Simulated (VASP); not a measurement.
Output of a VASP run:

**OSZICAR**
```
       N       E                     dE             d eps       ncg     rms          rms(c)
DAV:   1     0.347482482941E+03    0.34748E+03   -0.21810E+04  1488   0.186E+03
DAV:   2    -0.271253898644E+02   -0.37461E+03   -0.36608E+03  1488   0.402E+02
DAV:   3    -0.591486661855E+02   -0.32023E+02   -0.31223E+02  1782   0.136E+02
DAV:   4    -0.606255395736E+02   -0.14769E+01   -0.14623E+01  1939   0.287E+01
DAV:   5    -0.606782927394E+02   -0.52753E-01   -0.52741E-01  2041   0.470E+00    0.276E+01
DAV:   6    -0.668854142691E+02   -0.62071E+01   -0.18654E+02  2152   0.155E+02    0.273E+01
DAV:   7    -0.546625379024E+02    0.12223E+02   -0.70487E+01  2063   0.110E+02    0.768E+00
DAV:   8    -0.548443182013E+02   -0.18178E+00   -0.41869E+00  1716   0.120E+01    0.292E+00
DAV:   9    -0.547533362862E+02    0.90982E-01   -0.33733E-01  2345   0.659E+00    0.113E+00
DAV:  10    -0.547473327602E+02    0.60035E-02   -0.19859E-02  2283   0.988E-01    0.265E-01
DAV:  11    -0.547466607000E+02    0.67206E-03   -0.25021E-03  2393   0.478E-01    0.958E-02
DAV:  12    -0.547466238674E+02    0.36833E-04   -0.20943E-04  1900   0.156E-01    0.316E-02
DAV:  13    -0.547466188357E+02    0.50318E-05   -0.62184E-05  2392   0.503E-02    0.271E-02
DAV:  14    -0.547466171649E+02    0.16707E-05   -0.70429E-06  1649   0.204E-02    0.742E-03
DAV:  15    -0.547466176696E+02   -0.50466E-06   -0.17874E-06  1190   0.141E-02
   1 F= -.54746618E+02 E0= -.54747060E+02  d E =-.547466E+02
       N       E                     dE             d eps       ncg     rms          rms(c)
DAV:   1    -0.547568904239E+02   -0.10273E-01   -0.17347E-01  1548   0.509E+00    0.894E-01
DAV:   2    -0.547651176489E+02   -0.82272E-02   -0.27085E-01  2153   0.630E+00    0.988E-01
DAV:   3    -0.547468482426E+02    0.18269E-01   -0.11346E-01  2137   0.409E+00    0.180E-01
DAV:   4    -0.547465621859E+02    0.28606E-03   -0.26260E-03  1607   0.377E-01    0.545E-02
DAV:   5    -0.547465243259E+02    0.37860E-04   -0.17243E-04  2227   0.116E-01    0.290E-02
DAV:   6    -0.547465171790E+02    0.71470E-05   -0.22154E-05  2255   0.317E-02    0.634E-03
DAV:   7    -0.547465172710E+02   -0.92037E-07   -0.26815E-06  1313   0.136E-02
   2 F= -.54746517E+02 E0= -.54746976E+02  d E =0.100399E-03
       N       E                     dE             d eps       ncg     rms          rms(c)
DAV:   1    -0.547499758468E+02   -0.34587E-02   -0.52838E-02  1534   0.280E+00    0.495E-01
DAV:   2    -0.547524544078E+02   -0.24786E-02   -0.82123E-02  2162   0.347E+00    0.543E-01
DAV:   3    -0.547469217896E+02    0.55326E-02   -0.34253E-02  2130   0.226E+00    0.993E-02
DAV:   4    -0.547468478631E+02    0.73926E-04   -0.84492E-04  1572   0.216E-01    0.305E-02
DAV:   5    -0.547468365796E+02    0.11284E-04   -0.50676E-05  2228   0.609E-02    0.175E-02
DAV:   6    -0.547468345052E+02    0.20745E-05   -0.64212E-06  1881   0.171E-02    0.417E-03
DAV:   7    -0.547468341783E+02    0.32681E-06   -0.10671E-06   919   0.878E-03
   3 F= -.54746834E+02 E0= -.54747284E+02  d E =-.216509E-03
```

File OUTCAR:
```
------------------------ aborting loop because EDIFF is reached ----------------------------------------
  FORCE on cell =-STRESS in cart. coord.  units (eV):
  Direction    XX          YY          ZZ          XY          YZ          ZX
  --------------------------------------------------------------------------------------
  Total        0.0046782      0.0046782      0.0046782     -0.0000000     -0.0000000      0.0000000
  in kB        0.0862158      0.0862158      0.0862158     -0.0000000     -0.0000000      0.0000000
  external PRESSURE =       0.0862158 kB  Pullay stress =       0.0000000 kB
  volume of cell :       86.94
      direct lattice vectors                 reciprocal lattice vectors
     4.429967137  0.000000000  0.000000000     0.225735309  0.000000000 -0.000000000
    -0.000000000  4.429967137  0.000000000    -0.000000000  0.225735309 -0.000000000
     0.000000000  0.000000000  4.429967137     0.000000000  0.000000000  0.225735309
 POSITION                                       TOTAL-FORCE (eV/Angst)
 -----------------------------------------------------------------------------------
      3.78784      2.85711      1.57285        -0.004986      0.004986     -0.004986
      1.57285      3.78784      2.85711        -0.004986     -0.004986      0.004986
      0.64213      0.64213      0.64213         0.004986      0.004986      0.004986
      2.85711      1.57285      3.78784         0.004986     -0.004986     -0.004986
      0.69455      1.52044      2.90953         0.001776     -0.001776      0.001776
      2.90953      0.69455      1.52044         0.001776      0.001776     -0.001776
      3.73542      3.73542      3.73542        -0.001776     -0.001776     -0.001776
      1.52044      2.90953      0.69455        -0.001776      0.001776      0.001776
 -----------------------------------------------------------------------------------
    total drift:                                0.000000      0.000000      0.000000
  FREE ENERGIE OF THE ION-ELECTRON SYSTEM (eV)
  ---------------------------------------------------
  free  energy   TOTEN  =       -54.7468341783 eV

  energy  without entropy=      -54.7481832798  energy(sigma->0) =      -54.74728388

 reached required accuracy - stopping structural energy minimisation
```
(Selected blocks of OUTCAR.)

### POSCAR
```
CoSi
1
    4.4272635233    -0.0000000000    -0.0000000000
    0.0000000000     4.4272635233    -0.0000000000
    0.0000000000     0.0000000000     4.4272635233
Co Si
4 4
Direct
  0.8550918672   0.6449081328   0.3550918672
  0.3550918672   0.8550918672   0.6449081328
  0.1449081328   0.1449081328   0.1449081328
  0.6449081328   0.3550918672   0.8550918672
  0.1567782722   0.3432217278   0.6567782722
  0.6567782722   0.1567782722   0.3432217278
  0.8432217278   0.8432217278   0.8432217278
  0.3432217278   0.6567782722   0.1567782722
```

Question: Reconstruct the remaining input files.

Answer: Several could match; the one computed here: the input of the run itself, PBE GGA, plane waves, VASP's PBE PAW potentials (set 64).

### KPOINTS
```
Automatic
0
Gamma
  7 7 7
```

INCAR:
```
# general
SYSTEM =CoSi
PREC   =Accurate
ENCUT  =500
LREAL  =F
LASPH  =T   # aspherical one-centre terms

# electronic loop
EDIFF  =1E-6   # SCF stop (eV)
NELM   =100   # most electronic steps
ALGO   =Normal   # blocked Davidson
LMAXMIX=4   # l cut-off of mixed one-centre charges

# smearing
ISMEAR =1
SIGMA  =0.1   # width (eV)

# functional
GGA    =PE   # PBE

# ions
IBRION =2   # conjugate gradients
NSW    =40   # most ionic steps
ISIF   =3
EDIFFG =-0.02

# output
LWAVE  =F
LCHARG =F
```

POTCAR, in this order: Co Si (PBE.64 set). Program: vasp_std.

The compound is CoSi in the B20 structure. This run relaxes it. Symmetry was kept, so distortions that lower it aren't found. The run is not spin-polarised, so no magnetic state was tried.
